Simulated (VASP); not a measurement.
A run of VASP 6.6.1:

INCAR

```
SYSTEM = AgF
  PREC = Accurate
  ENCUT = 520
  EDIFF = 1E-7
  ISMEAR = -1
  SIGMA = 0.05
  LREAL = .FALSE.
  LASPH = .TRUE.
  NELM = 80
  ALGO = Normal
  ISIF = 2
  LWAVE = .FALSE.
  LCHARG = .FALSE.
  LMAXMIX = 4
  LDAU = .TRUE.
  LDAUTYPE = 2
  LDAUL = 2 -1
  LDAUU = 5 0
  LDAUJ = 0 0
  LDAUPRINT = 1
  LDIPOL = .TRUE.
  IDIPOL = 3
  DIPOL = 0.5 0.5 0.294
  GGA = PE
  NBANDS = 16
```

KPOINTS

```
Automatic mesh
0
G
  9 7 1
  0 0 0
```

File POSCAR:

```
AgF
1.0
    3.1221000000      0.0000000000      0.0000000000
    0.0000000000      4.1428800000      0.0000000000
    0.0000000000      0.0000000000     23.8000000000
Ag F
1 1
Direct
    0.0000000000      0.5000000000      0.2941200000
    0.0000000000      0.0000000000      0.2941200000
```

Potentials or basis: VASP PAW PBE potentials, release 64 (Ag, F).

The run is started by

```bash
$ cat potpaw_PBE.64/Ag/POTCAR potpaw_PBE.64/F/POTCAR > POTCAR
$ mpirun -np 1 vasp_std > vasp.out
```

Hardware: 1 thread of AMD EPYC 7R43 64-Core Processor (Zen 3), with other jobs on the host.

How long does it take, and how much memory?

Run time: 3.9 min on 1 thread of AMD EPYC 7R43 64-Core Processor (Zen 3) (shared host), peak memory 0.36 GiB. Counts: scf iterations 23, k points 20.
